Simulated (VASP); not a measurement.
Here is the system:

```
CSi
1.0
    0.00000     2.18970     2.18970
    2.18970     0.00000     2.18970
    2.18970     2.18970     0.00000
Si C
1 1
Direct
  0.00000   0.00000   0.00000
  0.25000   0.25000   0.25000
```

Computed with PBE GGA, VASP's PBE PAW potentials (set 64) (plane waves; VASP 6.6.1). Settings: 600 eV cut-off, 10×10×10 Γ-centred mesh, Gaussian smearing of 0.050 eV, potentials Si C.

**Question.** Estimate the energy per atom (σ→0), band gap (on the k-mesh) with the smallest direct gap where there is one.

**Answer.** 
```
Item                                          Value
-----------------------------------  --------------
band gap (on the k-mesh)                    1.37 eV
smallest direct gap (on the k-mesh)         4.53 eV
energy per atom (σ→0)                -7.531 eV/atom
```

The compound is SiC in the zinc blende structure. It was relaxed first.
